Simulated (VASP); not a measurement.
Runs of VASP 6.6.1 on BN. The structure is hexagonal, space group P6_3/mmc (No. 194). The conventional cell has a = 2.506 Å, b = 2.506 Å, c = 6.616 Å, α = 90.00°, β = 90.00°, γ = 120.00°. B (site symmetry -6m2) is surrounded by 3 N at 1.45 Å. Around N (site symmetry -6m2) lie 3 B at 1.45 Å. 

```csv
task,cell,cutoff (eV),target pressure,gap on the mesh (eV),pressure (GPa)
single point,"P6_3/mmc, 9.0 Å³/atom",520,-,4.27,0.1
relaxation of cell and atoms,relaxed to 2.5 GPa,600,2.5 GPa,(a),2.5
single point,"P6_3/mmc, 8.43 Å³/atom",520,-,4.14,(b)
relaxation of cell and atoms,relaxed,600,-,4.25,0.0
```

Alike in all rows: level PBE+D3(BJ); potentials or basis VASP PAW PBE potentials, release 64 (B, N); no spin polarisation; k mesh 12 × 12 × 4; smearing gaussian 0.01 eV.

Q: Fill in the values left out.

A: (a) 4.13; (b) 2.6.

Caveats: the cell is relaxed towards a set pressure, so the enthalpy falls and the energy may rise (some runs).

A k mesh can miss the band edges.
